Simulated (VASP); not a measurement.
Input:

```
CELL_PARAMETERS angstrom
      2.94182    -4.16218     0.00000
      2.94182     4.16218     0.00000
      0.00000     0.00000     2.94783
ATOMIC_POSITIONS crystal
  Mg 0.50000 0.50000 0.00000
  Mg 0.00000 0.50000 0.50000
  Mg 0.50000 0.00000 0.50000
  Zn 0.00000 0.00000 0.00000
  O  0.25280 0.74720 0.00000
  O  0.74720 0.25280 0.00000
  O  0.74489 0.74489 0.50000
  O  0.25511 0.25511 0.50000
```

The numbers are results of LDA (Ceperley-Alder, Perdew-Zunger), VASP's LDA PAW potentials (set 64) (plane waves; VASP), not measurements. Numerical set-up: 520 eV cut-off, 5×5×8 Γ-centred mesh, tetrahedra with Blöchl corrections, potentials Mg Zn O.

Task: Predict the energy per atom (σ→0).

Result: 
```yaml
energy per atom (σ→0): -6.359 eV/atom
```

Total energies compare only between runs with the same potentials, cut-off and functional.

The structure comes from a computed database's Mg3ZnO4 entry (Cmmm); how it stands against other phases isn't given here. It was relaxed first, which changed the volume by -8 %.
